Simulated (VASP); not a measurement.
An input for Quantum ESPRESSO's pw.x (written as the equivalent of a VASP run, and not itself run):

```
&CONTROL
  calculation = 'vc-relax'
  pseudo_dir = './pseudo'
  outdir = './out'
  tprnfor = .true.
  tstress = .true.
  nstep = 60
  forc_conv_thr = 0.00039
/
&SYSTEM
  ibrav = 0
  nat = 2
  ntyp = 2
  ecutwfc = 58
  occupations = 'smearing'
  smearing = 'methfessel-paxton'
  degauss = 0.00735
  input_dft = 'pbesol'
/
&ELECTRONS
  conv_thr = 7.3e-08
  electron_maxstep = 100
/
&IONS
/
&CELL
/
ATOMIC_SPECIES
  Hf 178.490 Hf.upf
  Si 28.085 Si.upf
CELL_PARAMETERS angstrom
     0.0000000    2.6481982    2.6481982
     2.6481982    0.0000000    2.6481982
     2.6481982    2.6481982   -0.0000000
ATOMIC_POSITIONS crystal
  Hf   0.0000000  0.0000000  0.0000000
  Si   0.5000000  0.5000000  0.5000000
K_POINTS automatic
  11 11 11 0 0 0
```

Question: Translate this input to VASP (INCAR, KPOINTS, POSCAR, choice of POTCAR).

Answer: This is not unique; one that fits is 
**KPOINTS**
```
Automatic mesh
0
Gamma
11 11 11
0 0 0
```

### INCAR
```
SYSTEM = HfSi
PREC = Accurate
ENCUT = 400
EDIFF = 1E-6
NELM = 100
ALGO = Normal
LREAL = .FALSE.
LASPH = .TRUE.
ISMEAR = 1
SIGMA = 0.1
GGA = PS
LMAXMIX = 6
LWAVE = .FALSE.
LCHARG = .FALSE.
IBRION = 2
ISIF = 3
NSW = 60
EDIFFG = -0.01
```

POSCAR:
```
HfSi
1
    0.0000000000     2.6481981967     2.6481981967
    2.6481981967     0.0000000000     2.6481981967
    2.6481981967     2.6481981967    -0.0000000000
Hf Si
1 1
Direct
  0.0000000000   0.0000000000   0.0000000000
  0.5000000000   0.5000000000   0.5000000000
```

POTCAR, in this order: Hf_pv Si (PBE.64 set). Program: vasp_std.

What does not carry over: the potentials are each code's own (VASP's PAW set, PseudoDojo norm-conserving files in pw.x), so ENCUT and ecutwfc are chosen apart and not converted; conv_thr bounds pw.x's estimated SCF error, while EDIFF bounds the energy change between steps; forc_conv_thr acts on force components and is met together with etot_conv_thr.

The structure was generated: HfSi was put into the rock salt type (Fm-3m), which need not be its known phase. It was relaxed first, which changed the volume by -37 %. The start is the result of an earlier pass.
